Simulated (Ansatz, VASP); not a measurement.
# Zn10In18Sn11O59 (amorphous 30In2O3-33ZnO-37SnO2 (mol %)) in two plane-wave programs

Wanted: the spread between two codes on one cell, functional and k mesh. Of the first pair: The structure shown is the start of the Ansatz relaxation below; VASP solves that cell, so the two are compared at the walk's first step.

Method: plane waves, with VASP 6.6.1 beside it; single point at PBE, in Ansatz 0.2.0.

## Step 1: Starting point

The cell holds 98 atoms: 18 In, 10 Zn, 11 Sn and 59 O. Its edges and angles: a = 11.062 Å, b = 10.657 Å, c = 10.841 Å, α = 90.0°, β = 88.2°, γ = 89.7°. As first built, before any earlier steps moved the atoms (in the runner's words): 98 atoms (18 Sc, 10 Zn, 11 Sn, 59 O) placed at random at 4.81 g/cm^3, melted at 5000 K for 10 ps at fixed volume with the Morse and Coulomb pair potential with partial charges (Pedone, Malavasi, Menziani, Cormack and Segre, J. Phys. Chem. B 110, 11780 (2006)). Quenched from 5000 K to 300 K at 100 K/ps and fixed volume, held 10 ps at zero pressure, then minimised at fixed cell. Then Sc was replaced by In and the cell scaled by 1.022 (the potential has no terms for the new elements, so the cell is a start for a DFT relaxation).

## Step 2: Ansatz: relaxation, PBE

Ansatz runs on its PAW soft_1 files.

The two programs are compared at the cell with which this relaxation starts, whose forces are those of its first step.

input.yaml reads:

```yaml
crystal:
  lattice:
    - [11.06115, 0.02573, 0.17087]
    - [0.02573, 10.6572, -0.00423]
    - [0.17087, -0.00423, 10.84013]
  atoms:
    - { symbol: In, position: [0.18179, 0.99805, 0.19805] }
    - { symbol: In, position: [0.25004, 0.0929, 0.86037] }
    - { symbol: In, position: [0.70728, 0.1836, 0.53062] }
    - { symbol: In, position: [0.77009, 0.29743, 0.01042] }
    - { symbol: In, position: [0.81067, 0.51597, 0.27946] }
    - { symbol: In, position: [0.42321, 0.14983, 0.58593] }
    - { symbol: In, position: [0.46001, 0.01889, 0.29196] }
    - { symbol: In, position: [0.61493, 0.60593, 0.07749] }
    - { symbol: In, position: [0.10627, 0.67599, 0.43699] }
    - { symbol: In, position: [0.16278, 0.80815, 0.91365] }
    - { symbol: In, position: [0.46542, 0.8454, 0.03473] }
    - { symbol: In, position: [0.29428, 0.7084, 0.21543] }
    - { symbol: In, position: [0.85195, 0.70348, 0.5757] }
    - { symbol: In, position: [0.70728, 0.86358, 0.27223] }
    - { symbol: In, position: [0.27539, 0.52255, 0.92937] }
    - { symbol: In, position: [0.1834, 0.38151, 0.67942] }
    - { symbol: In, position: [0.7064, 0.00938, 0.77384] }
    - { symbol: In, position: [0.974, 0.77416, 0.15157] }
    - { symbol: Zn, position: [0.91409, 0.98088, 0.49816] }
    - { symbol: Zn, position: [0.58284, 0.09222, 0.02152] }
    - { symbol: Zn, position: [0.92598, 0.42979, 0.55001] }
    - { symbol: Zn, position: [0.05725, 0.30395, 0.95623] }
    - { symbol: Zn, position: [0.62181, 0.66558, 0.79085] }
    - { symbol: Zn, position: [0.43128, 0.90296, 0.76965] }
    - { symbol: Zn, position: [0.99776, 0.15727, 0.68535] }
    - { symbol: Zn, position: [0.97271, 0.01976, 0.95585] }
    - { symbol: Zn, position: [0.32042, 0.43537, 0.40792] }
    - { symbol: Zn, position: [0.811, 0.79583, 0.91514] }
    - { symbol: Sn, position: [0.50186, 0.34318, 0.81268] }
    - { symbol: Sn, position: [0.16929, 0.89419, 0.62712] }
[... 62 atom lines left out ...]
    - { symbol: O, position: [0.63408, 0.22889, 0.89765] }
    - { symbol: O, position: [0.38378, 0.20741, 0.78137] }
    - { symbol: O, position: [0.19539, 0.5328, 0.5515] }
    - { symbol: O, position: [0.55379, 0.96926, 0.88511] }
    - { symbol: O, position: [0.96933, 0.57442, 0.16217] }
    - { symbol: O, position: [0.75224, 0.68817, 0.19633] }
kpoints:
  mp_grid: { grid: [1, 1, 1] }
hamiltonian:
  xc: pbe
  pseudopotentials: { kind: paw, azcp: { folder: soft_1 } }
scf:
  occupations: { method: gaussian, width: 0.05 }
output:
  forces: true
  eigenvalues: true
  stress: true
relax:
  f_tol: 0.05
  max_steps: 70
```

The run is started by

```
$ ansatz run input.yaml --threads 4 --pin off --max-ram 8192MiB --backend cpu --events-out ev --progress --plain --runs-dir out
```

Numbers of over 12 decimals in the logs are rounded to 6 here.

What it wrote:

```text
Warning: output.stress: scf.convergence.dr2_threshold = 1e-7 eV (the SCF's general default) is looser than the 9.8e-9 eV advised for a printed stress (1e-10 eV for each atom of the cell: 98). What an SCF threshold leaves in a stress goes as its square root, and in the free energy as the threshold itself, and one threshold admits the most on a small cell: [figures from the program's tests cut] Every solve of this run  [...]
Engine: ansatz 0.2.0, aarch64-unknown-linux-gnu
Pseudopotentials: kind: paw
Pseudopotential: In, paw, valence charge 13, recommended cutoff 420 eV (normal), soft_1/In.paw.azcp
Pseudopotential: Zn, paw, valence charge 12, recommended cutoff 420 eV (normal), soft_1/Zn.paw.azcp
Pseudopotential: Sn, paw, valence charge 14, recommended cutoff 420 eV (normal), soft_1/Sn.paw.azcp
Pseudopotential: O, paw, valence charge 6, recommended cutoff 420 eV (normal), soft_1/O.paw.azcp
Functional definition: PBE
  parameter kappa = 0.804
  parameter beta = 0.066725
  exchange = pbe_x(kappa = kappa, mu = beta*pi^2/3)
  correlation = pbe_c(beta = beta)
Crystal: 98 atoms, lattice volume = 1277.526 Å³
Basis set: ecut = 420 eV, 24977 PW (Γ), exchange–correlation on 150×144×150 points (8 copies of the dense FFT grid, shifted against one another)
Bands: 529, of which v1, the nominal top of the filled ones, is band 431 counted from 1 (430 counted from 0)
Symmetry: 1 space group operations
Space group: P1 (ITA 1), of the structure as read, at distance tolerance 1.1e-4 Å
k-points: 1
Non-local potential: In, projectors of the file, l = 0: 2, l = 1: 2, l = 2: 2, l = 3: 1
Non-local potential: Zn, projectors of the file, l = 0: 2, l = 1: 2, l = 2: 3, l = 3: 1
Non-local potential: Sn, projectors of the file, l = 0: 2, l = 1: 2, l = 2: 2, l = 3: 1
Non-local potential: O, projectors of the file, l = 0: 2, l = 1: 2, l = 2: 1
PAW form: soft (Blöchl's): semilocal exchange-correlation on the pseudo side does not see the compensation charge
PAW one-centre angular grid: In, 590 points (default); XC on 64 Gauss nodes
PAW one-centre angular grid: Zn, 590 points (default); XC on 64 Gauss nodes
PAW one-centre angular grid: Sn, 590 points (default); XC on 64 Gauss nodes
PAW one-centre angular grid: O, 110 points (default); XC on 64 Gauss nodes
Initial density: superposition of atomic densities (chi_scale 0.1, normalization cell, long waves kept (reshape's long-wave potential 0.68 eV rms))
Initial wavefunctions: pseudopotential atomic-orbital guess
Functional: x = pbe(κ = 0.804, μ = 0.219515), c = pbe(β = 0.066725)
SCF iter   1: F=—  HF=-233709.048687 eV  |F-HF|=—  |Δ(HF+E_count)|=         —  Δρ=7.84e-2  dr2=6.85e1  ethr=3.10e-3  ⟨swp⟩=6.0  Hψ=2164  notcnv=0  defer=20
preconditioner: auto → Resta (q_TF=auto, 2.555 Å⁻¹)  ε∞=4.3  [insulator: Δε(μ)=0.321 eV  Ē_g=16.792 eV  σ=0.050 eV  W_gap=1.00  n_scr=366 (ndim 8)  ℏωp=30.5 eV  f_vac=0.021  D(μ)=0.00/eV (n_scr^D=0)  ε∞_Penn≈4.3]
SCF iter   2: F=—  HF=-233693.516862 eV  |F-HF|=—  |Δ(HF+E_count)|=    1.55e1  Δρ=3.27e-2  dr2=1.22e1  ethr=3.10e-3  ⟨swp⟩=2.0  Hψ=933  notcnv=0  defer=91
SCF iter   3: F=—  HF=-233690.811068 eV  |F-HF|=—  |Δ(HF+E_count)|=    2.71e0  Δρ=1.55e-2  dr2=3.03e0  ethr=1.42e-3  ⟨swp⟩=2.0  Hψ=841  notcnv=0  defer=91
SCF iter   4: F=—  HF=-233690.262983 eV  |F-HF|=—  |Δ(HF+E_count)|=   5.48e-1  Δρ=6.29e-3  dr2=3.64e-1  ethr=3.51e-4  ⟨swp⟩=3.0  Hψ=669  notcnv=0  defer=91
SCF iter   5: F=—  HF=-233690.353899 eV  |F-HF|=—  |Δ(HF+E_count)|=   9.09e-2  Δρ=2.96e-3  dr2=8.59e-2  ethr=4.22e-5  ⟨swp⟩=2.0  Hψ=838  notcnv=0  defer=91
SCF iter   6: F=—  HF=-233690.368990 eV  |F-HF|=—  |Δ(HF+E_count)|=   1.51e-2  Δρ=1.21e-3  dr2=1.68e-2  ethr=9.97e-6  ⟨swp⟩=2.0  Hψ=817  notcnv=0  defer=91
SCF iter   7: F=—  HF=-233690.370731 eV  |F-HF|=—  |Δ(HF+E_count)|=   1.74e-3  Δρ=5.20e-4  dr2=3.36e-3  ethr=1.94e-6  ⟨swp⟩=2.0  Hψ=783  notcnv=0  defer=91
SCF iter   8: F=—  HF=-233690.373133 eV  |F-HF|=—  |Δ(HF+E_count)|=   2.40e-3  Δρ=3.37e-4  dr2=1.29e-3  ethr=3.90e-7  ⟨swp⟩=2.0  Hψ=803  notcnv=0  defer=91
[...]
--- Relaxed structure (7 steps of the walk, 7 accepted, 0 SCFs on fresh bases) ---
  F+E_penalty+E_count = -233690.58377837 eV   max|allowed force component| = 2.192e-2 eV/Å
  atoms:
    - { symbol: In, position: [0.179718, 0.995268, 0.200167] }
    - { symbol: In, position: [0.249688, 0.093291, 0.861862] }
    - { symbol: In, position: [0.707430, 0.186310, 0.529737] }
    - { symbol: In, position: [0.773179, 0.293361, 0.00470873] }
    - { symbol: In, position: [0.811651, 0.514076, 0.277249] }
    - { symbol: In, position: [0.421652, 0.148766, 0.580828] }
    - { symbol: In, position: [0.459707, 0.017137, 0.293382] }
    - { symbol: In, position: [0.613748, 0.601862, 0.074773] }
    - { symbol: In, position: [0.104361, 0.675994, 0.437721] }
    - { symbol: In, position: [0.160183, 0.807457, 0.914794] }
    - { symbol: In, position: [0.462720, 0.840807, 0.035305] }
    - { symbol: In, position: [0.296214, 0.707370, 0.222144] }
    - { symbol: In, position: [0.851293, 0.705733, 0.578904] }
    - { symbol: In, position: [0.705997, 0.859999, 0.275134] }
    - { symbol: In, position: [0.288644, 0.530459, 0.930251] }
    - { symbol: In, position: [0.183250, 0.384682, 0.682644] }
    - { symbol: In, position: [0.702416, 0.022489, 0.778020] }
    - { symbol: In, position: [0.969555, 0.772336, 0.149964] }
    - { symbol: Zn, position: [0.915387, 0.983483, 0.496638] }
    - { symbol: Zn, position: [0.591147, 0.085872, 0.026246] }
    - { symbol: Zn, position: [0.927612, 0.432528, 0.549445] }
    - { symbol: Zn, position: [0.060746, 0.310547, 0.954964] }
    - { symbol: Zn, position: [0.615098, 0.666245, 0.792408] }
    - { symbol: Zn, position: [0.430199, 0.903565, 0.771030] }
    - { symbol: Zn, position: [0.996201, 0.159934, 0.688123] }
    - { symbol: Zn, position: [0.973620, 0.021699, 0.950847] }
    - { symbol: Zn, position: [0.322848, 0.433395, 0.407097] }
    - { symbol: Zn, position: [0.802789, 0.801782, 0.910410] }
    - { symbol: Sn, position: [0.504058, 0.341269, 0.810242] }
    - { symbol: Sn, position: [0.169067, 0.895127, 0.626265] }
    - { symbol: Sn, position: [0.335177, 0.639494, 0.618009] }
    - { symbol: Sn, position: [0.581567, 0.301316, 0.252944] }
    - { symbol: Sn, position: [0.154231, 0.186268, 0.434700] }
    - { symbol: Sn, position: [0.325585, 0.289171, 0.125049] }
    - { symbol: Sn, position: [0.613006, 0.833755, 0.554562] }
    - { symbol: Sn, position: [0.937286, 0.561031, 0.867150] }
    - { symbol: Sn, position: [0.612648, 0.468467, 0.554084] }
    - { symbol: Sn, position: [0.889215, 0.136735, 0.228090] }
    - { symbol: Sn, position: [0.081918, 0.441191, 0.222676] }
    - { symbol: O, position: [0.782716, 0.857464, 0.464092] }
    - { symbol: O, position: [0.221466, 0.743678, 0.737832] }
    - { symbol: O, position: [0.012417, 0.815357, 0.557239] }
    - { symbol: O, position: [0.587864, 0.022875, 0.615022] }
    - { symbol: O, position: [0.675651, 0.645208, 0.528811] }
    - { symbol: O, position: [0.677833, 0.425550, 0.121161] }
    - { symbol: O, position: [0.920258, 0.565066, 0.686244] }
    - { symbol: O, position: [0.082717, 0.050553, 0.552771] }
    - { symbol: O, position: [0.287327, 0.280814, 0.531337] }
    - { symbol: O, position: [0.117153, 0.229216, 0.799741] }
    - { symbol: O, position: [0.658662, 0.426064, 0.366932] }
    - { symbol: O, position: [0.238317, 0.678450, 0.037767] }
    - { symbol: O, position: [0.206649, 0.553803, 0.306597] }
    - { symbol: O, position: [0.265135, 0.777481, 0.497209] }
    - { symbol: O, position: [0.723860, 0.809664, 0.717082] }
    - { symbol: O, position: [0.866348, 0.938457, 0.202023] }
    - { symbol: O, position: [0.179396, 0.399314, 0.064588] }
    - { symbol: O, position: [0.232933, 0.143271, 0.056484] }
    - { symbol: O, position: [0.823645, 0.108615, 0.399618] }
    - { symbol: O, position: [0.547916, 0.171140, 0.396239] }
    - { symbol: O, position: [0.604235, 0.488965, 0.748121] }
    - { symbol: O, position: [0.321879, 0.916134, 0.919264] }
    - { symbol: O, position: [0.932424, 0.576024, 0.425821] }
    - { symbol: O, position: [0.044780, 0.298894, 0.558455] }
[...]
- { symbol: O, position: [0.769647, 0.366906, 0.570760] }
    - { symbol: O, position: [0.480392, 0.690314, 0.183354] }
    - { symbol: O, position: [0.638622, 0.218811, 0.889696] }
    - { symbol: O, position: [0.384897, 0.205341, 0.780655] }
    - { symbol: O, position: [0.192451, 0.535035, 0.553879] }
    - { symbol: O, position: [0.554135, 0.960848, 0.888963] }
    - { symbol: O, position: [0.969703, 0.569835, 0.152211] }
    - { symbol: O, position: [0.755598, 0.687383, 0.194227] }
```

Reading the cycles: dr2 is the Hartree energy of the density residual (eV), the measure of convergence; HF is the Harris–Foulkes estimate of the energy, which meets the free energy F at convergence.

## Step 3: VASP: single point, PBE, start cell, pair 1

The same cell, functional, mesh and smearing now go to VASP, with its own data sets.

Lines of VASP's logs that name or quote its potential files are left out, and so is its time.

INCAR reads:

```
SYSTEM = Zn10In18Sn11O59
PREC = Accurate
ENCUT = 520
EDIFF = 1E-06
NELM = 120
ISMEAR = 0
SIGMA = 0.05
LREAL = Auto
ALGO = Normal
GGA = PE
NBANDS = 504
LORBIT = 11
LWAVE = .FALSE.
LCHARG = .FALSE.
ISIF = 2
LASPH = .TRUE.
GGA_COMPAT = .FALSE.
EFERMI = MIDGAP
NCORE = 2
```

POSCAR reads:

```
Zn10In18Sn11O59
1.0
   11.0611500000      0.0257300000      0.1708700000
    0.0257300000     10.6572000000     -0.0042300000
    0.1708700000     -0.0042300000     10.8401300000
In Zn Sn O
18 10 11 59
Direct
    0.1817875818      0.9980539303      0.1980474149
    0.2500370797      0.0928955006      0.8603742863
    0.7072780344      0.1835985317      0.5306231590
    0.7700886854      0.2974261253      0.0104217439
    0.8106727607      0.5159726286      0.2794581716
    0.4232134601      0.1498319621      0.5859264885
    0.4600088499      0.0188885411      0.2919594310
    0.6149332507      0.6059289068      0.0774888710
    0.1062673259      0.6759856434      0.4369875196
    0.1627760860      0.8081462784      0.9136518574
    0.4654230395      0.8453976243      0.0347273692
    0.2942788063      0.7083980299      0.2154322046
    0.8519483953      0.7034788307      0.5757037317
    0.7072830827      0.8635807844      0.2722291602
    0.2753921487      0.5225523947      0.9293665427
    0.1833978903      0.3815125088      0.6794177376
    0.7064032554      0.0093831017      0.7738409564
    0.9740019762      0.7741601991      0.1515707819
    0.9140858626      0.9808756337      0.4981636985
    0.5828372054      0.0922188414      0.0215219460
    0.9259761353      0.4297940531      0.5500115300
    0.0572533230      0.3039514828      0.9562341816
    0.6218106831      0.6655825288      0.7908545952
    0.4312803224      0.9029631409      0.7696519014
    0.9977577230      0.1572670798      0.6853495648
    0.9727076121      0.0197627420      0.9558535780
    0.3204184889      0.4353658680      0.4079186957
    0.8109965123      0.7958285557      0.9151358315
    0.5018562000      0.3431787799      0.8126839325
    0.1692894963      0.8941933056      0.6271194111
[... 62 atom lines left out ...]
    0.6340777964      0.2288858453      0.8976482122
    0.3837801526      0.2074119422      0.7813744704
    0.1953915797      0.5328046235      0.5515032757
    0.5537871490      0.9692597548      0.8851069460
    0.9693305655      0.5744234026      0.1621659793
    0.7522405840      0.6881709397      0.1963330342
```

KPOINTS reads:

```
Automatic mesh
0
Gamma
1 1 1
0 0 0
```

Potentials, in the order of the species: In_d, Zn, Sn_d and O (PBE family, release 64).

The run is started by

```
$ mpirun -np 8 vasp_gam
```

What it wrote:

```text
[banner, memory and clock lines left out]
running    8 mpi-ranks, on    1 nodes
[...]
LDA part: xc-table for (Slater+PW92), standard interpolation
 POSCAR, INCAR and KPOINTS ok, starting setup
[...]
entering main loop
       N       E                     dE             d eps       ncg     rms          rms(c)
DAV:   1     0.219022816706E+05    0.21902E+05   -0.35450E+05  1008   0.290E+03
DAV:   2     0.559996539251E+04   -0.16302E+05   -0.15647E+05  1008   0.908E+02
DAV:   3     0.421848223653E+03   -0.51781E+04   -0.49031E+04  1008   0.392E+02
DAV:   4    -0.552219998608E+03   -0.97407E+03   -0.93843E+03  1168   0.173E+02
[...]
DAV:  19    -0.530521870740E+03   -0.38870E-05   -0.71229E-05  1208   0.353E-02    0.192E-02
DAV:  20    -0.530521870899E+03   -0.15895E-06   -0.14099E-05  1080   0.200E-02    0.907E-03
DAV:  21    -0.530521871477E+03   -0.57751E-06   -0.71967E-06   952   0.106E-02
   1 F= -.53052187E+03 E0= -.53052187E+03  d E =-.201157E-14
```

From OUTCAR (step 3):

```text
  FREE ENERGIE OF THE ION-ELECTRON SYSTEM (eV)
  ---------------------------------------------------
  free  energy   TOTEN  =      -530.5218714768 eV

  energy  without entropy=     -530.5218714768  energy(sigma->0) =     -530.52187148

[... 1 further part left out ...]
```

The run ends at a pressure of 5.35 GPa, with forces up to 0.38 eV/Å.

## Step 4: Comparison

Known differences besides the potentials themselves: the cutoff is 420 eV in Ansatz and 520 eV in VASP (PREC = Accurate, projectors in real space). Total energies have different zeros and are not compared.

Forces on 7 of the 98 atoms, those with the largest forces and the largest differences (eV/Å; atoms numbered as in POSCAR):

```
atom          Ansatz x, y, z            VASP x, y, z
 In6   0.023, -0.153, -0.182   0.021, -0.186, -0.218
 O53    0.191, 0.119, -0.218    0.225, 0.144, -0.261
 O65    -0.047, 0.153, 0.157    -0.099, 0.263, 0.166
 O77    -0.018, 0.245, 0.052    -0.024, 0.285, 0.051
 O81   -0.130, -0.169, 0.057   -0.161, -0.206, 0.066
 O85  -0.209, -0.061, -0.130  -0.264, -0.063, -0.123
 O89   -0.119, -0.211, 0.074   -0.169, -0.320, 0.104
```

The forces differ by 21 meV/Å r.m.s., which is 21.6 % of the r.m.s. force of 0.095 eV/Å (both taken over all components).

## Step 5: Ansatz: relaxation, PBE

This run makes the geometry at which the two programs are then compared.

The structure compared here is the end of the Ansatz relaxation.

input.yaml is that of step 2.

The run is started by

```
$ ansatz run input.yaml --threads 4 --pin off --max-ram 8192MiB --backend cpu --events-out ev --progress --plain --runs-dir out
```

What it wrote:

```text
[...]
Crystal: 98 atoms, lattice volume = 1277.526 Å³
Basis set: ecut = 420 eV, 24977 PW (Γ), exchange–correlation on 150×144×150 points (8 copies of the dense FFT grid, shifted against one another)
Bands: 529, of which v1, the nominal top of the filled ones, is band 431 counted from 1 (430 counted from 0)
Symmetry: 1 space group operations
[...]
k-points: 1
[...]
- { symbol: O, position: [0.221466, 0.743678, 0.737832] }
    - { symbol: O, position: [0.012417, 0.815357, 0.557239] }
    - { symbol: O, position: [0.587864, 0.022875, 0.615022] }
    - { symbol: O, position: [0.675651, 0.645208, 0.528811] }
    - { symbol: O, position: [0.677833, 0.425550, 0.121161] }
    - { symbol: O, position: [0.920258, 0.565066, 0.686244] }
    - { symbol: O, position: [0.082717, 0.050553, 0.552771] }
[...]
- { symbol: O, position: [0.192451, 0.535035, 0.553879] }
    - { symbol: O, position: [0.554135, 0.960848, 0.888963] }
    - { symbol: O, position: [0.969703, 0.569835, 0.152211] }
    - { symbol: O, position: [0.755598, 0.687383, 0.194227] }
```

(Continued in part 2 of 2.)

[Lines on the potential files, build, host, timing and source positions are cut from VASP's logs without a mark.]

[Logs are printed without paths, hosts, clocks, repeated set-up lines and the standing remarks that a program may print on its own settings, such as how far it seeks lower states.]

[Hosts, paths, dates, database ids (printed as entryN), source tags and the programs' standing remarks are cut or masked in the printed files.]
